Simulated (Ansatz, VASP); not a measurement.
ZnBr in VASP and in Ansatz

```
Zn Br
1.0
     4.91863    0.00000    0.00000
    -2.45932    4.25966    0.00000
     0.00000    0.00000    4.98648
Zn Br
1 1
Direct
  0.00000 0.00000 0.50000
  0.00000 0.00000 0.00000
```

The cell was built by a generator and needn't be a form met in nature.

Alike in both runs: task single point; functional HSE(alpha, omega); k mesh 3 × 3 × 3; occupations fermi-dirac, width 0.05 eV; no spin polarisation.

```csv
,VASP,Ansatz
version,VASP 6.6.1,Ansatz 0.2.0
potentials or method,"VASP PAW PBE potentials, release 64 (Zn, Br)",Ansatz PAW
plane-wave cutoff (eV),520,420
valence electrons in the cell,19,19
```

|  | VASP | Ansatz | Ansatz less VASP |
| --- | --- | --- | --- |
| gap on the k mesh at the Fermi level (eV) | none | none | - |
| pressure (GPa) | 0.1 | 0.0 | -0.02 |
| largest component of the traceless stress (GPa) | 0.55 | 0.52 | -0.029 |

A gap of «none» marks a metal or a gap that the smearing closes.

Caveats: the k mesh is coarse (spacing up to 0.49 Å⁻¹), so the values aren't converged, least of all with exact exchange; an odd number of electrons without spin polarisation forces a metal; a magnetic or distorted state may lie lower; the PAW data sets were made with another functional, which shifts forces and pressure a little (VASP); the PAW data sets come from PBE, with cores solved anew for the run's functional, which leaves a small shift of forces and pressure (Ansatz); the thresholds are loose for stress (Ansatz).
